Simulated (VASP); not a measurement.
Here is the system:

```
CELL_PARAMETERS angstrom
      0.00000     2.32744     2.32744
      2.32744     0.00000     2.32744
      2.32744     2.32744     0.00000
ATOMIC_POSITIONS crystal
  Cd 0.00000 0.00000 0.00000
  O  0.50000 0.50000 0.50000
```

The numbers are results of LDA (Ceperley-Alder, Perdew-Zunger), VASP's LDA PAW potentials (set 64) (plane waves; VASP), not measurements. Settings: 520 eV cut-off, Gaussian smearing of 0.050 eV, potentials Cd O.

Task: Give the energies of bands 2 to 10 at the high-symmetry points, in eV from the Fermi level.

Result: 
```csv
band,Γ,X,U,L,W
2,-6.72,-7.23,-7.23,-7.86,-6.97
3,-6.72,-6.10,-6.74,-7.40,-6.89
4,-6.72,-5.95,-6.57,-7.40,-6.89
5,-6.40,-5.95,-6.05,-6.11,-5.95
6,-6.40,-5.57,-5.92,-6.11,-5.70
7,-1.46,-4.63,-3.58,-3.90,-3.17
8,-1.46,-2.49,-3.02,0.03,-3.17
9,-1.46,-2.49,-1.33,0.03,-1.96
10,-0.43,3.80,5.39,4.32,6.00
```

It has no gap at this level: it comes out as a metal or semimetal.

The compound is CdO in the rock salt structure. It was relaxed first.
